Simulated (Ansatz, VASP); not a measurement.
# InAs in two plane-wave programs, part 2 of 3

Wanted: the spread between two codes on one cell, functional and k mesh. The cell is taken from a series of runs on this material, whose earlier steps may have relaxed, scaled, displaced or heated it; both programs get it as it stands.

VASP 6.6.1 and Ansatz 0.2.0.

So far: Set-up; Ansatz: zone-centre phonons, PBEsol.

## Step 3: VASP: zone-centre phonons, PBEsol

Level of this step: PBEsol; plane waves and PAW (As, In_d) (VASP).

The same cell, functional, mesh and smearing now go to VASP, with its own data sets.

Lines of VASP's logs that name or quote its potential files are left out, and so is its time.

INCAR reads:

```
SYSTEM = InAs
PREC = Accurate
ENCUT = 500
EDIFF = 1E-08
NELM = 120
ISMEAR = 0
SIGMA = 0.015
LREAL = .FALSE.
ALGO = Normal
GGA = PS
NBANDS = 15
LORBIT = 11
LWAVE = .FALSE.
LCHARG = .FALSE.
ISIF = 2
ISYM = 2
IBRION = 8
LASPH = .TRUE.
GGA_COMPAT = .FALSE.
EFERMI = MIDGAP
KPAR = 2
```

POSCAR reads:

```
InAs
1.0
   -0.0005599972      3.0332062224      3.0332062224
    3.0332062224     -0.0005599972      3.0332062224
    3.0332062224      3.0332062224     -0.0005599972
As In
1 1
Direct
    0.7499746520      0.7499746520      0.7499746520
    0.0000253480      0.0000253480      0.0000253480
```

KPOINTS reads:

```
Points of the shifted mesh
1728
Reciprocal
 0.0416666667  0.0416666667  0.0416666667 1
 0.0416666667  0.0416666667  0.1250000000 1
 0.0416666667  0.0416666667  0.2083333333 1
 0.0416666667  0.0416666667  0.2916666667 1
 0.0416666667  0.0416666667  0.3750000000 1
 0.0416666667  0.0416666667  0.4583333333 1
 0.0416666667  0.0416666667  0.5416666667 1
 0.0416666667  0.0416666667  0.6250000000 1
 0.0416666667  0.0416666667  0.7083333333 1
 0.0416666667  0.0416666667  0.7916666667 1
 0.0416666667  0.0416666667  0.8750000000 1
 0.0416666667  0.0416666667  0.9583333333 1
 0.0416666667  0.1250000000  0.0416666667 1
 0.0416666667  0.1250000000  0.1250000000 1
 0.0416666667  0.1250000000  0.2083333333 1
 0.0416666667  0.1250000000  0.2916666667 1
 0.0416666667  0.1250000000  0.3750000000 1
 0.0416666667  0.1250000000  0.4583333333 1
 0.0416666667  0.1250000000  0.5416666667 1
 0.0416666667  0.1250000000  0.6250000000 1
 0.0416666667  0.1250000000  0.7083333333 1
 0.0416666667  0.1250000000  0.7916666667 1
 0.0416666667  0.1250000000  0.8750000000 1
 0.0416666667  0.1250000000  0.9583333333 1
 0.0416666667  0.2083333333  0.0416666667 1
 0.0416666667  0.2083333333  0.1250000000 1
 0.0416666667  0.2083333333  0.2083333333 1
 0.0416666667  0.2083333333  0.2916666667 1
 0.0416666667  0.2083333333  0.3750000000 1
 0.0416666667  0.2083333333  0.4583333333 1
 0.0416666667  0.2083333333  0.5416666667 1
 0.0416666667  0.2083333333  0.6250000000 1
 0.0416666667  0.2083333333  0.7083333333 1
 0.0416666667  0.2083333333  0.7916666667 1
 0.0416666667  0.2083333333  0.8750000000 1
 0.0416666667  0.2083333333  0.9583333333 1
 0.0416666667  0.2916666667  0.0416666667 1
 0.0416666667  0.2916666667  0.1250000000 1
 0.0416666667  0.2916666667  0.2083333333 1
 0.0416666667  0.2916666667  0.2916666667 1
 0.0416666667  0.2916666667  0.3750000000 1
 0.0416666667  0.2916666667  0.4583333333 1
 0.0416666667  0.2916666667  0.5416666667 1
 0.0416666667  0.2916666667  0.6250000000 1
 0.0416666667  0.2916666667  0.7083333333 1
 0.0416666667  0.2916666667  0.7916666667 1
 0.0416666667  0.2916666667  0.8750000000 1
 0.0416666667  0.2916666667  0.9583333333 1
 0.0416666667  0.3750000000  0.0416666667 1
 0.0416666667  0.3750000000  0.1250000000 1
 0.0416666667  0.3750000000  0.2083333333 1
 0.0416666667  0.3750000000  0.2916666667 1
 0.0416666667  0.3750000000  0.3750000000 1
 0.0416666667  0.3750000000  0.4583333333 1
 0.0416666667  0.3750000000  0.5416666667 1
 0.0416666667  0.3750000000  0.6250000000 1
 0.0416666667  0.3750000000  0.7083333333 1
 0.0416666667  0.3750000000  0.7916666667 1
 0.0416666667  0.3750000000  0.8750000000 1
 0.0416666667  0.3750000000  0.9583333333 1
 0.0416666667  0.4583333333  0.0416666667 1
 0.0416666667  0.4583333333  0.1250000000 1
 0.0416666667  0.4583333333  0.2083333333 1
 0.0416666667  0.4583333333  0.2916666667 1
 0.0416666667  0.4583333333  0.3750000000 1
 0.0416666667  0.4583333333  0.4583333333 1
 0.0416666667  0.4583333333  0.5416666667 1
 0.0416666667  0.4583333333  0.6250000000 1
 0.0416666667  0.4583333333  0.7083333333 1
 0.0416666667  0.4583333333  0.7916666667 1
 0.0416666667  0.4583333333  0.8750000000 1
 0.0416666667  0.4583333333  0.9583333333 1
 0.0416666667  0.5416666667  0.0416666667 1
 0.0416666667  0.5416666667  0.1250000000 1
 0.0416666667  0.5416666667  0.2083333333 1
 0.0416666667  0.5416666667  0.2916666667 1
 0.0416666667  0.5416666667  0.3750000000 1
 0.0416666667  0.5416666667  0.4583333333 1
 0.0416666667  0.5416666667  0.5416666667 1
 0.0416666667  0.5416666667  0.6250000000 1
 0.0416666667  0.5416666667  0.7083333333 1
 0.0416666667  0.5416666667  0.7916666667 1
 0.0416666667  0.5416666667  0.8750000000 1
 0.0416666667  0.5416666667  0.9583333333 1
 0.0416666667  0.6250000000  0.0416666667 1
 0.0416666667  0.6250000000  0.1250000000 1
 0.0416666667  0.6250000000  0.2083333333 1
 0.0416666667  0.6250000000  0.2916666667 1
 0.0416666667  0.6250000000  0.3750000000 1
 0.0416666667  0.6250000000  0.4583333333 1
 0.0416666667  0.6250000000  0.5416666667 1
 0.0416666667  0.6250000000  0.6250000000 1
 0.0416666667  0.6250000000  0.7083333333 1
 0.0416666667  0.6250000000  0.7916666667 1
 0.0416666667  0.6250000000  0.8750000000 1
 0.0416666667  0.6250000000  0.9583333333 1
 0.0416666667  0.7083333333  0.0416666667 1
 0.0416666667  0.7083333333  0.1250000000 1
 0.0416666667  0.7083333333  0.2083333333 1
 0.0416666667  0.7083333333  0.2916666667 1
 0.0416666667  0.7083333333  0.3750000000 1
 0.0416666667  0.7083333333  0.4583333333 1
 0.0416666667  0.7083333333  0.5416666667 1
 0.0416666667  0.7083333333  0.6250000000 1
 0.0416666667  0.7083333333  0.7083333333 1
 0.0416666667  0.7083333333  0.7916666667 1
 0.0416666667  0.7083333333  0.8750000000 1
 0.0416666667  0.7083333333  0.9583333333 1
 0.0416666667  0.7916666667  0.0416666667 1
 0.0416666667  0.7916666667  0.1250000000 1
 0.0416666667  0.7916666667  0.2083333333 1
 0.0416666667  0.7916666667  0.2916666667 1
[... 1390 lines left out ...]
 0.8750000000  0.4583333333  0.1250000000 1
 0.8750000000  0.4583333333  0.2083333333 1
 0.8750000000  0.4583333333  0.2916666667 1
 0.8750000000  0.4583333333  0.3750000000 1
 0.8750000000  0.4583333333  0.4583333333 1
 0.8750000000  0.4583333333  0.5416666667 1
 0.8750000000  0.4583333333  0.6250000000 1
 0.8750000000  0.4583333333  0.7083333333 1
 0.8750000000  0.4583333333  0.7916666667 1
 0.8750000000  0.4583333333  0.8750000000 1
 0.8750000000  0.4583333333  0.9583333333 1
 0.8750000000  0.5416666667  0.0416666667 1
 0.8750000000  0.5416666667  0.1250000000 1
 0.8750000000  0.5416666667  0.2083333333 1
 0.8750000000  0.5416666667  0.2916666667 1
 0.8750000000  0.5416666667  0.3750000000 1
 0.8750000000  0.5416666667  0.4583333333 1
 0.8750000000  0.5416666667  0.5416666667 1
 0.8750000000  0.5416666667  0.6250000000 1
 0.8750000000  0.5416666667  0.7083333333 1
 0.8750000000  0.5416666667  0.7916666667 1
 0.8750000000  0.5416666667  0.8750000000 1
 0.8750000000  0.5416666667  0.9583333333 1
 0.8750000000  0.6250000000  0.0416666667 1
 0.8750000000  0.6250000000  0.1250000000 1
 0.8750000000  0.6250000000  0.2083333333 1
 0.8750000000  0.6250000000  0.2916666667 1
 0.8750000000  0.6250000000  0.3750000000 1
 0.8750000000  0.6250000000  0.4583333333 1
 0.8750000000  0.6250000000  0.5416666667 1
 0.8750000000  0.6250000000  0.6250000000 1
 0.8750000000  0.6250000000  0.7083333333 1
 0.8750000000  0.6250000000  0.7916666667 1
 0.8750000000  0.6250000000  0.8750000000 1
 0.8750000000  0.6250000000  0.9583333333 1
 0.8750000000  0.7083333333  0.0416666667 1
 0.8750000000  0.7083333333  0.1250000000 1
 0.8750000000  0.7083333333  0.2083333333 1
 0.8750000000  0.7083333333  0.2916666667 1
 0.8750000000  0.7083333333  0.3750000000 1
 0.8750000000  0.7083333333  0.4583333333 1
 0.8750000000  0.7083333333  0.5416666667 1
 0.8750000000  0.7083333333  0.6250000000 1
 0.8750000000  0.7083333333  0.7083333333 1
 0.8750000000  0.7083333333  0.7916666667 1
 0.8750000000  0.7083333333  0.8750000000 1
 0.8750000000  0.7083333333  0.9583333333 1
 0.8750000000  0.7916666667  0.0416666667 1
 0.8750000000  0.7916666667  0.1250000000 1
 0.8750000000  0.7916666667  0.2083333333 1
 0.8750000000  0.7916666667  0.2916666667 1
 0.8750000000  0.7916666667  0.3750000000 1
 0.8750000000  0.7916666667  0.4583333333 1
 0.8750000000  0.7916666667  0.5416666667 1
 0.8750000000  0.7916666667  0.6250000000 1
 0.8750000000  0.7916666667  0.7083333333 1
 0.8750000000  0.7916666667  0.7916666667 1
 0.8750000000  0.7916666667  0.8750000000 1
 0.8750000000  0.7916666667  0.9583333333 1
 0.8750000000  0.8750000000  0.0416666667 1
 0.8750000000  0.8750000000  0.1250000000 1
 0.8750000000  0.8750000000  0.2083333333 1
 0.8750000000  0.8750000000  0.2916666667 1
 0.8750000000  0.8750000000  0.3750000000 1
 0.8750000000  0.8750000000  0.4583333333 1
 0.8750000000  0.8750000000  0.5416666667 1
 0.8750000000  0.8750000000  0.6250000000 1
 0.8750000000  0.8750000000  0.7083333333 1
 0.8750000000  0.8750000000  0.7916666667 1
 0.8750000000  0.8750000000  0.8750000000 1
 0.8750000000  0.8750000000  0.9583333333 1
 0.8750000000  0.9583333333  0.0416666667 1
 0.8750000000  0.9583333333  0.1250000000 1
 0.8750000000  0.9583333333  0.2083333333 1
 0.8750000000  0.9583333333  0.2916666667 1
 0.8750000000  0.9583333333  0.3750000000 1
 0.8750000000  0.9583333333  0.4583333333 1
 0.8750000000  0.9583333333  0.5416666667 1
 0.8750000000  0.9583333333  0.6250000000 1
 0.8750000000  0.9583333333  0.7083333333 1
 0.8750000000  0.9583333333  0.7916666667 1
 0.8750000000  0.9583333333  0.8750000000 1
 0.8750000000  0.9583333333  0.9583333333 1
 0.9583333333  0.0416666667  0.0416666667 1
 0.9583333333  0.0416666667  0.1250000000 1
 0.9583333333  0.0416666667  0.2083333333 1
 0.9583333333  0.0416666667  0.2916666667 1
 0.9583333333  0.0416666667  0.3750000000 1
 0.9583333333  0.0416666667  0.4583333333 1
 0.9583333333  0.0416666667  0.5416666667 1
 0.9583333333  0.0416666667  0.6250000000 1
 0.9583333333  0.0416666667  0.7083333333 1
 0.9583333333  0.0416666667  0.7916666667 1
 0.9583333333  0.0416666667  0.8750000000 1
 0.9583333333  0.0416666667  0.9583333333 1
 0.9583333333  0.1250000000  0.0416666667 1
 0.9583333333  0.1250000000  0.1250000000 1
 0.9583333333  0.1250000000  0.2083333333 1
 0.9583333333  0.1250000000  0.2916666667 1
 0.9583333333  0.1250000000  0.3750000000 1
 0.9583333333  0.1250000000  0.4583333333 1
 0.9583333333  0.1250000000  0.5416666667 1
 0.9583333333  0.1250000000  0.6250000000 1
 0.9583333333  0.1250000000  0.7083333333 1
 0.9583333333  0.1250000000  0.7916666667 1
 0.9583333333  0.1250000000  0.8750000000 1
 0.9583333333  0.1250000000  0.9583333333 1
 0.9583333333  0.2083333333  0.0416666667 1
 0.9583333333  0.2083333333  0.1250000000 1
 0.9583333333  0.2083333333  0.2083333333 1
 0.9583333333  0.2083333333  0.2916666667 1
 0.9583333333  0.2083333333  0.3750000000 1
 0.9583333333  0.2083333333  0.4583333333 1
 0.9583333333  0.2083333333  0.5416666667 1
 0.9583333333  0.2083333333  0.6250000000 1
 0.9583333333  0.2083333333  0.7083333333 1
 0.9583333333  0.2083333333  0.7916666667 1
 0.9583333333  0.2083333333  0.8750000000 1
 0.9583333333  0.2083333333  0.9583333333 1
 0.9583333333  0.2916666667  0.0416666667 1
 0.9583333333  0.2916666667  0.1250000000 1
 0.9583333333  0.2916666667  0.2083333333 1
 0.9583333333  0.2916666667  0.2916666667 1
 0.9583333333  0.2916666667  0.3750000000 1
 0.9583333333  0.2916666667  0.4583333333 1
 0.9583333333  0.2916666667  0.5416666667 1
 0.9583333333  0.2916666667  0.6250000000 1
 0.9583333333  0.2916666667  0.7083333333 1
 0.9583333333  0.2916666667  0.7916666667 1
 0.9583333333  0.2916666667  0.8750000000 1
 0.9583333333  0.2916666667  0.9583333333 1
 0.9583333333  0.3750000000  0.0416666667 1
 0.9583333333  0.3750000000  0.1250000000 1
 0.9583333333  0.3750000000  0.2083333333 1
 0.9583333333  0.3750000000  0.2916666667 1
 0.9583333333  0.3750000000  0.3750000000 1
 0.9583333333  0.3750000000  0.4583333333 1
 0.9583333333  0.3750000000  0.5416666667 1
 0.9583333333  0.3750000000  0.6250000000 1
 0.9583333333  0.3750000000  0.7083333333 1
 0.9583333333  0.3750000000  0.7916666667 1
 0.9583333333  0.3750000000  0.8750000000 1
 0.9583333333  0.3750000000  0.9583333333 1
 0.9583333333  0.4583333333  0.0416666667 1
 0.9583333333  0.4583333333  0.1250000000 1
 0.9583333333  0.4583333333  0.2083333333 1
 0.9583333333  0.4583333333  0.2916666667 1
 0.9583333333  0.4583333333  0.3750000000 1
 0.9583333333  0.4583333333  0.4583333333 1
 0.9583333333  0.4583333333  0.5416666667 1
 0.9583333333  0.4583333333  0.6250000000 1
 0.9583333333  0.4583333333  0.7083333333 1
 0.9583333333  0.4583333333  0.7916666667 1
 0.9583333333  0.4583333333  0.8750000000 1
 0.9583333333  0.4583333333  0.9583333333 1
 0.9583333333  0.5416666667  0.0416666667 1
 0.9583333333  0.5416666667  0.1250000000 1
 0.9583333333  0.5416666667  0.2083333333 1
 0.9583333333  0.5416666667  0.2916666667 1
 0.9583333333  0.5416666667  0.3750000000 1
 0.9583333333  0.5416666667  0.4583333333 1
 0.9583333333  0.5416666667  0.5416666667 1
 0.9583333333  0.5416666667  0.6250000000 1
 0.9583333333  0.5416666667  0.7083333333 1
 0.9583333333  0.5416666667  0.7916666667 1
 0.9583333333  0.5416666667  0.8750000000 1
 0.9583333333  0.5416666667  0.9583333333 1
 0.9583333333  0.6250000000  0.0416666667 1
 0.9583333333  0.6250000000  0.1250000000 1
 0.9583333333  0.6250000000  0.2083333333 1
 0.9583333333  0.6250000000  0.2916666667 1
 0.9583333333  0.6250000000  0.3750000000 1
 0.9583333333  0.6250000000  0.4583333333 1
 0.9583333333  0.6250000000  0.5416666667 1
 0.9583333333  0.6250000000  0.6250000000 1
 0.9583333333  0.6250000000  0.7083333333 1
 0.9583333333  0.6250000000  0.7916666667 1
 0.9583333333  0.6250000000  0.8750000000 1
 0.9583333333  0.6250000000  0.9583333333 1
 0.9583333333  0.7083333333  0.0416666667 1
 0.9583333333  0.7083333333  0.1250000000 1
 0.9583333333  0.7083333333  0.2083333333 1
 0.9583333333  0.7083333333  0.2916666667 1
 0.9583333333  0.7083333333  0.3750000000 1
 0.9583333333  0.7083333333  0.4583333333 1
 0.9583333333  0.7083333333  0.5416666667 1
 0.9583333333  0.7083333333  0.6250000000 1
 0.9583333333  0.7083333333  0.7083333333 1
 0.9583333333  0.7083333333  0.7916666667 1
 0.9583333333  0.7083333333  0.8750000000 1
 0.9583333333  0.7083333333  0.9583333333 1
 0.9583333333  0.7916666667  0.0416666667 1
 0.9583333333  0.7916666667  0.1250000000 1
 0.9583333333  0.7916666667  0.2083333333 1
 0.9583333333  0.7916666667  0.2916666667 1
 0.9583333333  0.7916666667  0.3750000000 1
 0.9583333333  0.7916666667  0.4583333333 1
 0.9583333333  0.7916666667  0.5416666667 1
 0.9583333333  0.7916666667  0.6250000000 1
 0.9583333333  0.7916666667  0.7083333333 1
 0.9583333333  0.7916666667  0.7916666667 1
 0.9583333333  0.7916666667  0.8750000000 1
 0.9583333333  0.7916666667  0.9583333333 1
 0.9583333333  0.8750000000  0.0416666667 1
 0.9583333333  0.8750000000  0.1250000000 1
 0.9583333333  0.8750000000  0.2083333333 1
 0.9583333333  0.8750000000  0.2916666667 1
 0.9583333333  0.8750000000  0.3750000000 1
 0.9583333333  0.8750000000  0.4583333333 1
 0.9583333333  0.8750000000  0.5416666667 1
 0.9583333333  0.8750000000  0.6250000000 1
 0.9583333333  0.8750000000  0.7083333333 1
 0.9583333333  0.8750000000  0.7916666667 1
 0.9583333333  0.8750000000  0.8750000000 1
 0.9583333333  0.8750000000  0.9583333333 1
 0.9583333333  0.9583333333  0.0416666667 1
 0.9583333333  0.9583333333  0.1250000000 1
 0.9583333333  0.9583333333  0.2083333333 1
 0.9583333333  0.9583333333  0.2916666667 1
 0.9583333333  0.9583333333  0.3750000000 1
 0.9583333333  0.9583333333  0.4583333333 1
 0.9583333333  0.9583333333  0.5416666667 1
 0.9583333333  0.9583333333  0.6250000000 1
 0.9583333333  0.9583333333  0.7083333333 1
 0.9583333333  0.9583333333  0.7916666667 1
 0.9583333333  0.9583333333  0.8750000000 1
 0.9583333333  0.9583333333  0.9583333333 1
```

Potentials, in the order of the species: As and In_d (PBE family, release 64).

Run with:

```bash
> mpirun -np 2 vasp_std
```

The program printed:

```text
[banner, memory and clock lines left out]
running    2 mpi-ranks, on    1 nodes
 distrk:  each k-point on    1 cores,    2 groups
 distr:  one band on    1 cores,    1 groups

 POSCAR found type information on POSCAR AsIn
 POSCAR found :  2 types and       2 ions
|                                                                             |
|               ----> ADVICE to this user running VASP <----                  |
|                                                                             |
|     You enforced a specific xc type in the INCAR file but a different       |
|     [... a line on the potential file left out ...]
|     I HOPE YOU KNOW WHAT YOU ARE DOING!                                     |
|                                                                             |

 LDA part: xc-table for (Slater+PW92), standard interpolation
 POSCAR, INCAR and KPOINTS ok, starting setup
 FFT: planning ... GRIDC
 FFT: planning ... GRID_SOFT
 FFT: planning ... GRID
 WAVECAR not read
 entering main loop
       N       E                     dE             d eps       ncg     rms          rms(c)
DAV:   1     0.111460017541E+03    0.11146E+03   -0.81967E+03 52052   0.125E+03
DAV:   2    -0.108541106386E+01   -0.11255E+03   -0.10822E+03 55809   0.299E+02
DAV:   3    -0.858505149004E+01   -0.74996E+01   -0.74590E+01 66589   0.787E+01
DAV:   4    -0.877538500309E+01   -0.19033E+00   -0.19028E+00 63641   0.140E+01
DAV:   5    -0.878374457233E+01   -0.83596E-02   -0.83594E-02 78053   0.250E+00    0.439E+00
DAV:   6    -0.852204415426E+01    0.26170E+00   -0.39954E-01 81579   0.119E+01    0.240E+00
DAV:   7    -0.849076506469E+01    0.31279E-01   -0.11013E-01 71838   0.343E+00    0.683E-01
DAV:   8    -0.848921019579E+01    0.15549E-02   -0.12765E-02 67018   0.137E+00    0.195E-01
DAV:   9    -0.848944477590E+01   -0.23458E-03   -0.88127E-04 64415   0.285E-01    0.110E-01
DAV:  10    -0.848951394028E+01   -0.69164E-04   -0.12917E-04 80547   0.168E-01    0.671E-02
DAV:  11    -0.848953311883E+01   -0.19179E-04   -0.56448E-05 59904   0.110E-01    0.510E-02
DAV:  12    -0.848953294646E+01    0.17237E-06   -0.61472E-06 59635   0.288E-02    0.780E-03
DAV:  13    -0.848953304528E+01   -0.98813E-07   -0.12560E-06 70152   0.618E-03    0.351E-03
DAV:  14    -0.848953297705E+01    0.68225E-07   -0.66835E-08 63379   0.257E-03    0.145E-03
DAV:  15    -0.848953302384E+01   -0.46791E-07   -0.25863E-09 48523   0.697E-04    0.507E-04
DAV:  16    -0.848953304058E+01   -0.16733E-07   -0.13364E-09 36903   0.309E-04    0.108E-04
DAV:  17    -0.848953304279E+01   -0.22183E-08   -0.86395E-10 31590   0.218E-04
   1 F= -.84895330E+01 E0= -.84895330E+01  d E =-.243821E-73
 Linear response reoptimize wavefunctions to high precision
DAV:   1    -0.848953304386E+01   -0.10623E-08   -0.15132E-10 42251   0.153E-04
DAV:   2    -0.848953304386E+01    0.90949E-12   -0.47322E-11 31380   0.634E-05
 Linear response DOF=           2
 Linear response progress:
  Degree of freedom:   1/  2
       N       E                     dE             d eps       ncg     rms          rms(c)
RMM:   1    -0.467007677630E-01   -0.46701E-01    0.64792E-02107071   0.154E+00
RMM:   2    -0.443594400615E-01    0.23413E-02    0.13552E-03 81310   0.566E-01    0.106E-01
RMM:   3    -0.450420606436E-01   -0.68262E-03   -0.18250E-03 95831   0.237E-01    0.468E-02
RMM:   4    -0.452488856727E-01   -0.20683E-03   -0.14108E-04 96860   0.784E-02    0.113E-02
RMM:   5    -0.452901716522E-01   -0.41286E-04   -0.17096E-05100072   0.312E-02    0.506E-03
RMM:   6    -0.452759962236E-01    0.14175E-04   -0.20530E-06 97192   0.854E-03    0.150E-03
RMM:   7    -0.452741055468E-01    0.18907E-05   -0.17567E-07106250   0.256E-03    0.977E-04
RMM:   8    -0.452748350125E-01   -0.72947E-06   -0.51956E-08 97033   0.111E-03    0.474E-04
RMM:   9    -0.452754474248E-01   -0.61241E-06   -0.66952E-10100650   0.387E-04    0.924E-05
RMM:  10    -0.452755109192E-01   -0.63494E-07    0.25958E-08109499   0.149E-04    0.663E-05
RMM:  11    -0.452755050370E-01    0.58821E-08   -0.22681E-08102263   0.561E-05    0.118E-05
 first order change of Fermi-energy   0.33479E+00
 force on displaced ion       1 direction 1 :  -7.546  -0.003  -0.003
 Linear response progress:
  Degree of freedom:   2/  2
       N       E                     dE             d eps       ncg     rms          rms(c)
RMM:   1    -0.233357751195E+00   -0.23336E+00   -0.94829E-02 69976   0.487E+00
RMM:   2    -0.235863987049E+00   -0.25062E-02   -0.13197E-02 88178   0.103E+00    0.773E-02
RMM:   3    -0.235790162930E+00    0.73824E-04   -0.15477E-03 95805   0.319E-01    0.383E-02
RMM:   4    -0.235576902616E+00    0.21326E-03   -0.14575E-04 98333   0.107E-01    0.205E-02
RMM:   5    -0.235518520337E+00    0.58382E-04   -0.21183E-05102448   0.395E-02    0.742E-03
RMM:   6    -0.235513544533E+00    0.49758E-05    0.58103E-06101814   0.135E-02    0.185E-03
RMM:   7    -0.235525021894E+00   -0.11477E-04    0.26079E-06105007   0.401E-03    0.818E-04
RMM:   8    -0.235524327623E+00    0.69427E-06    0.17165E-06102895   0.168E-03    0.434E-04
RMM:   9    -0.235524001591E+00    0.32603E-06    0.65289E-07107259   0.744E-04    0.992E-05
RMM:  10    -0.235523932167E+00    0.69424E-07    0.47861E-07109940   0.313E-04    0.287E-05
RMM:  11    -0.235523985814E+00   -0.53647E-07    0.37244E-07111159   0.150E-04    0.112E-05
RMM:  12    -0.235524025826E+00   -0.40012E-07    0.20306E-07105959   0.831E-05    0.370E-06
RMM:  13    -0.235524042965E+00   -0.17139E-07    0.14556E-07109337   0.485E-05    0.603E-06
RMM:  14    -0.235524043692E+00   -0.72672E-09    0.80642E-08 94750   0.297E-05    0.199E-06
 first order change of Fermi-energy  -0.33480E+00
 force on displaced ion       2 direction 1 :  -7.528  -0.002  -0.002
 Linear response finished
```

(Continued in part 3 of 3.)

[Lines on the potential files, build, host, timing and source positions are cut from VASP's logs without a mark.]

[Logs are printed without paths, hosts, clocks, repeated set-up lines and the standing remarks that a program may print on its own settings, such as how far it seeks lower states.]

[Hosts, paths, dates, database ids (printed as entryN), source tags and the programs' standing remarks are cut or masked in the printed files.]
